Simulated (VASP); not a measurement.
A cell of P (black) near equilibrium:

```
P
1.0
    1.66030    -5.12903     0.00000
    1.66030     5.12903     0.00000
    0.00000     0.00000     4.18615
P
4
Direct
  0.10557   0.89443   0.92738
  0.39443   0.60557   0.42738
  0.60557   0.39443   0.57262
  0.89443   0.10557   0.07262
```

Level of theory: PBEsol GGA, VASP's PBE PAW potentials (set 64) (plane waves; VASP).

Without a dispersion term in the relaxation, distances and binding between the weakly bound layers, chains or molecules are unreliable, and so is what depends on them.

| run | ΔE (meV/atom) | σxx | σyy | σzz | largest shear component, with its sign (GPa) | largest force (eV/Å) |
|---|---|---|---|---|---|---|
| as it is | 0.0 | -0.06 | 0.19 | 0.04 | 0.00 | 0.019 |
| after one change | 0.6 | -1.43 | -0.06 | -1.02 | 0.00 | 0.110 |
Stress is in GPa, positive when the cell is compressed.

Task: Which change was made?
A. biaxial strain of +0.5 % in the xz plane
B. uniaxial strain of -3.0 % along z
C. atom 2 (P) moved by -0.200 Å along y
D. atom 2 (P) moved by -0.025 Å along z

Result: A, biaxial strain of +0.5 % in the xz plane

The compound is P in the black structure.
